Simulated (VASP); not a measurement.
Set up this calculation in VASP 6.6.1, as the native input.

```
Task                   : relaxation of cell and atoms
Functional             : PBE
Potentials or basis    : VASP PAW PBE potentials, release 64 (Zr_sv, Cr_pv, N)
Cutoff                 : 520 eV
k mesh                 : 4 × 4 × 4
Occupations            : gaussian, width 0.15 eV
Spin                   : collinear spin, ferromagnetic start
Starting moments       : [0.0, 0.0, 3.0, 0.0, 0.0] μB
Further INCAR settings : PREC = Normal; ALGO = Fast; EDIFF = 0.0001; IBRION = 2; EDIFFG = -0.08; NSW = 24; ISIF = 3
```

The structure of Zr2CrN2 lies in POSCAR:

```
Zr2CrN2
1.0
    4.7089479400      0.0000000000      0.0000000000
   -2.3544739700      4.0780685400      0.0000000000
    0.0000000000      0.0000000000      3.8068904300
Zr Cr N
2 1 2
Direct
    0.3333333300      0.6666666700      0.4181896300
    0.6666666700      0.3333333300      0.4181896300
    0.0000000000      0.0000000000      0.4411046400
    0.3333333300      0.6666666700      0.9823305800
    0.6666666700      0.3333333300      0.9823305800
```

The cell was built by a generator and needn't be a form met in nature.

These files were run (other wordings do the same):

INCAR

```
SYSTEM = Zr2CrN2
PREC = Normal ; ENCUT = 520
EDIFF = 1E-4 ; ISMEAR = 0
SIGMA = 0.15 ; LREAL = .False.
LASPH = .True. ; NELM = 60
ALGO = Fast ; ISIF = 3
LWAVE = .False. ; LCHARG = .False.
ISPIN = 2 ; MAGMOM = 0 0 3 0 0
LORBIT = 11 ; LMAXMIX = 4
GGA = PE ; IBRION = 2
NSW = 24 ; EDIFFG = -0.08
```

KPOINTS

```
regular mesh
0
Gamma
  4 4 4
  0 0 0
```

Potentials or basis: VASP PAW PBE potentials, release 64 (Zr_sv, Cr_pv, N).

Command:

```console
$ cat potpaw_PBE.64/Zr_sv/POTCAR potpaw_PBE.64/Cr_pv/POTCAR potpaw_PBE.64/N/POTCAR > POTCAR
$ mpirun -np 1 vasp_std > vasp.out
```

Results of the run:

```json
{
 "Relaxed volume": "20.79 Å³/atom",
 "Relaxed cell": "a = 5.473 Å, b = 5.473 Å, c = 4.007 Å, α = 90.00°, β = 90.00°, γ = 120.00°",
 "Space group after relaxing (to 0.05 Å)": "P6mm (No. 183)",
 "Energy gained by relaxing": "994.0 meV/atom",
 "Ionic steps": "20",
 "Pressure after relaxing": "0.2 GPa",
 "Largest force after relaxing": "0.069 eV/Å",
 "Band gap on the k mesh": "none (metal or under the smearing width)",
 "Net moment": "-3.77 μB per cell",
 "Site moments": "Zr +0.13; Cr -3.87; N +0.11 μB",
 "Valence electrons inside the program's atomic spheres": "Zr 9.93; Cr 10.47; N 3.59"
}
```

Caveat: the k mesh is coarse (spacing up to 0.41 Å⁻¹), so the values aren't converged; the volume moved by over 15 % at a fixed basis, so the end points are rough; a cell with one magnetic atom can't hold antiferromagnetic order, which such compounds often take; the relaxation stopped at a loose force limit of 0.08 eV/Å, so its end isn't a converged minimum.

Run time: 7.6 min on 1 thread of Intel(R) Xeon(R) 6975P-C (Granite Rapids), on a shared host, peak memory 0.19 GiB.
